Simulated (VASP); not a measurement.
Write the native input for VASP 6.6.1 that does the following.

```yaml
Task: single point
Functional: PBE
Potentials_or_basis: VASP PAW PBE potentials, release 64 (Pt, F)
Cutoff: 520 eV
k_mesh: 6 × 6 × 6
Occupations: gaussian, width 0.05 eV
Spin: collinear spin, random start
Starting_moments: "[0.36, 0.0, 0.0] μB"
Hubbard_terms: Pt d U = 3 eV
Further_INCAR_settings: ALGO = Normal; EDIFF = 1e-07
```

The structure of PtF2 lies in POSCAR:

```
PtF2
1.0
    0.0000000000      2.5525506100      2.5525506100
    2.5525506100      0.0000000000      2.5525506100
    2.5525506100      2.5525506100      0.0000000000
Pt F
1 2
Direct
    0.0000000000      0.0000000000      0.0000000000
    0.2500000000      0.2500000000      0.2500000000
    0.7500000000      0.7500000000      0.7500000000
```

The cell comes from a database or a generator and needn't be the stable form of this composition.

These files were run (other wordings do the same):

INCAR

```
  PREC = Accurate
  ENCUT = 520
  EDIFF = 1E-7
  ISMEAR = 0
  SIGMA = 0.05
  LREAL = False
  LASPH = True
  NELM = 60
  ALGO = Normal
  ISIF = 2
  LWAVE = False
  LCHARG = True
  ISPIN = 2
  MAGMOM = 0.36 0 0
  LORBIT = 11
  LMAXMIX = 4
  LDAU = True
  LDAUTYPE = 2
  LDAUL = 2 -1
  LDAUU = 3 0
  LDAUJ = 0 0
  LDAUPRINT = 1
  GGA = PE
  LELF = True
  LVHAR = True
```

KPOINTS

```
Automatic mesh
0
Gamma
  6 6 6
```

Potentials or basis: VASP PAW PBE potentials, release 64 (Pt, F).

Run with:

```sh
$ cat potpaw_PBE.64/Pt/POTCAR potpaw_PBE.64/F/POTCAR > POTCAR
$ mpirun -np 1 vasp_std > vasp.out
```

Results of the run:

```
Pressure                                              : 35.8 GPa
Band gap on the k mesh                                : none (metal or under the smearing width)
Net moment                                            : 2.01 μB per cell
Site moments                                          : Pt +1.59; F +0.22 μB
Valence electrons inside the program's atomic spheres : Pt 8.97; F 6.07
```

Caveat: a pressure of tens of GPa on the cell as given is suspect, and the run, the potentials or the cell itself is likely at fault.

Run time: 24 s on 1 thread of AMD EPYC 7R43 64-Core Processor (Zen 3), on a shared host, peak memory 0.14 GiB.
